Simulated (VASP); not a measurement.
**Equation of state of Rb2In under PBE**

```cif
data_structure
_symmetry_space_group_name_H-M 'P 1'
_symmetry_Int_Tables_number 1
_cell_length_a 6.4723
_cell_length_b 6.4723
_cell_length_c 6.4723
_cell_angle_alpha 60.000
_cell_angle_beta 60.000
_cell_angle_gamma 60.000
_cell_volume 191.72
loop_
_atom_site_label
_atom_site_type_symbol
_atom_site_fract_x
_atom_site_fract_y
_atom_site_fract_z
_atom_site_occupancy
Rb1 Rb 0.25000 0.25000 0.25000 1
Rb2 Rb 0.75000 0.75000 0.75000 1
In1 In 0.00000 0.00000 0.00000 1
```

The cell comes from a database or a generator and needn't be the stable form of this composition.

The cell was scaled at fixed shape and fractions and run with VASP, PBE PAW files In_d, Rb_sv, 520 eV; PBE, k mesh 5 × 5 × 5 on the cell of 3 atoms, fermi-dirac occupations of 0.05 eV, no spin polarisation, no spin-orbit coupling. Energies are those that the program minimises, any entropy of the smearing included. For a metal such a mesh isn't converged to the digits shown.

```csv
V (Å³/atom),energy over the lowest row (meV/atom)
60.0719,5.271
61.3500,2.447
62.6281,0.719
63.9062,0.000
65.1844,0.169
66.4625,?
67.7406,2.873
```

Question: Fit the third-order Birch-Murnaghan form, give V0, B0 and B′, and predict the energy left open.

Answer: With y = (V0/V)^(2/3), E = E0 + (9 V0 B0/16) [(y - 1)³ B′ + (y - 1)² (6 - 4y)]. Least squares through the rows shown give V0 = 64.2833 Å³/atom, E0 = -0.041 meV, B0 = 5.495 GPa (1 eV/Å³ = 160.218 GPa) and B′ = 4.14, with a largest miss of 0.004 meV. At V = 66.4625 the form with these constants gives 1.155 meV; the run gave 1.158 meV an atom.
